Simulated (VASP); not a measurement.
Input:

```yaml
crystal:
  lattice:
    - [0.00000, 1.82239, 1.82239]
    - [1.82239, 0.00000, 1.82239]
    - [1.82239, 1.82239, 0.00000]
  atoms:
    - { symbol: Al, position: [0.00000, 0.00000, 0.00000] }
```

Method: r2SCAN meta-GGA, VASP's PBE PAW potentials (set 64) (plane waves; VASP 6.6.1). Numerical set-up: 500 eV cut-off, 17×17×17 Γ-centred mesh, first-order Methfessel-Paxton smearing of 0.10 eV, potentials Al.

Q: Predict the energy per atom (σ→0), pressure, band gap (on the k-mesh) with the smallest direct gap where there is one.

A: 
```yaml
band gap (on the k-mesh): none (metal, semimetal or under 0.01 eV)
energy per atom (σ→0): -6.322 eV/atom
pressure: 449.5 kbar
```

The compound is Al in the fcc structure. It was relaxed first under an external pressure of 45 GPa.
